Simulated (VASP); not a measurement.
Here is the system:

```yaml
crystal:
  lattice:
    - [2.29500, -3.97506, 0.00000]
    - [2.29500, 3.97506, 0.00000]
    - [0.00000, 0.00000, 7.51000]
  atoms:
    - { symbol: Ag, position: [0.66667, 0.33333, 0.50000] }
    - { symbol: Ag, position: [0.33333, 0.66667, 0.00000] }
    - { symbol: I, position: [0.66667, 0.33333, 0.87500] }
    - { symbol: I, position: [0.33333, 0.66667, 0.37500] }
```

Method: PBE GGA with D3 dispersion (Becke-Johnson damping), VASP's PBE PAW potentials (set 64) (plane waves; VASP 6.6.1). Numerical set-up: 520 eV cut-off, 5×5×3 Γ-centred mesh, Gaussian smearing of 0.050 eV, potentials Ag I.

Question: Predict the energy per atom (σ→0).

Answer: 
The energy per atom (σ→0) comes out as -2706 meV/atom.

Only differences to runs with the same potentials and settings are physical.

The compound is AgI in the wurtzite structure. The cell was not relaxed at this level. The start is the result of an earlier pass.
